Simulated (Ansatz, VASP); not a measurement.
Two plane-wave programs on LiBe16 (a cell with a defect)

```
Be Li
1.0
    -2.29000   -3.96640    0.00000
     3.43500   -1.98320    0.00000
     0.00000    0.00000    7.17686
Be Li
16 1
Direct
  0.76054 0.52839 0.99282
  0.50981 0.35204 0.23858
  0.78224 0.44400 0.49308
  0.50972 0.35209 0.74697
  0.51109 0.03420 0.99271
  0.25580 0.90059 0.23920
  0.57428 0.04260 0.49267
  0.25585 0.90036 0.74644
  0.26639 0.54403 0.99285
  0.01427 0.39793 0.24014
  0.19087 0.22309 0.49301
  0.01443 0.39781 0.74584
  0.00717 0.03916 0.99279
  0.74352 0.84772 0.23802
  0.97800 0.83768 0.49251
  0.74378 0.84791 0.74724
  0.37682 0.63201 0.49274
```

Alike in both runs: functional PBE; k mesh 5 × 5 × 3; occupations gaussian, width 0.05 eV; no spin polarisation.

Ansatz relaxed the structure, and its values are those at the end. VASP's run is a single point on that final structure, the one shown.

|  | VASP | Ansatz |
| --- | --- | --- |
| version | VASP 6.6.1 | Ansatz 0.2.0 |
| potentials or method | VASP PAW PBE potentials, release 64 (Be, Li_sv) | scalar-relativistic, plane waves, PAW |
| plane-wave cutoff (eV) | 520 | 420 |
| valence electrons in the cell | 35 | 35 |

Ansatz gave:

| Item | Value |
| --- | --- |
| rms of the force components (eV/Å) | 0.002 |

**Question.** Estimate VASP's values.

**Answer.** rms of the force components (eV/Å): 0.004.
